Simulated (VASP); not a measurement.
Consider the following.

```xyz
4
Lattice="1.4583 -2.0777 0.0000 1.4583 2.0777 0.0000 0.0000 0.0000 8.0876" Properties=species:S:1:pos:R:3 pbc="T T T"
Cr     1.4583     0.0000     5.9401
Cr     1.4583     0.0000     2.1475
Cr     0.0000     0.0000     4.0438
Mo     0.0000     0.0000     8.0876
```

The numbers are results of PBEsol GGA, VASP's PBE PAW potentials (set 64) (plane waves; VASP), not measurements. Run with 400 eV cut-off, 14×14×5 Γ-centred mesh, tetrahedra with Blöchl corrections, potentials Cr_pv Mo_sv.

The cores are frozen, which limits the accuracy of field gradients.

Q: Give the principal components of the electric field gradient (V/Å²) and the asymmetry η at each nucleus.

A: 
```tsv
atom	Vxx	Vyy	Vzz	η
Cr1	-2.0	-1.6	3.6	0.11
Cr2	-2.0	-1.6	3.6	0.11
Cr3	-7.2	-3.3	10.5	0.37
Mo4	-27.6	-5.2	32.8	0.68
```

The structure comes from a computed database's Cr3Mo entry (Cmmm); how it stands against other phases isn't given here. It was relaxed first. The run is not spin-polarised, so no magnetic state was tried.
